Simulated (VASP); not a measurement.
Data:

```yaml
crystal:
  lattice:
    - [0.00000, 2.59571, 2.59571]
    - [2.59571, 0.00000, 2.59571]
    - [2.59571, 2.59571, 0.00000]
  atoms:
    - { symbol: Mg, position: [0.00000, 0.00000, 0.00000] }
    - { symbol: S, position: [0.48074, 0.51926, 0.51926] }
```

Method: r2SCAN meta-GGA, VASP's PBE PAW potentials (set 64) (plane waves; VASP). Numerical set-up: 480 eV cut-off, 8×8×8 Γ-centred mesh, Gaussian smearing of 0.050 eV, potentials Mg S.

Problem. Give the force on each atom (eV/Å).

Solution. 
```csv
atom,Fx,Fy,Fz
Mg1,0.310,0.000,0.000
S2,-0.310,0.000,0.000
```

Problem. Give the stress tensor in GPa (positive for a compressed cell).

Solution. 
```
 1.30   0.00   0.00
 0.00  -0.02   0.00
 0.00   0.00  -0.02
```
The pressure is its mean diagonal, 0.42 GPa.

The compound is MgS in the rock salt structure. This cell was strained or had an atom moved on purpose.
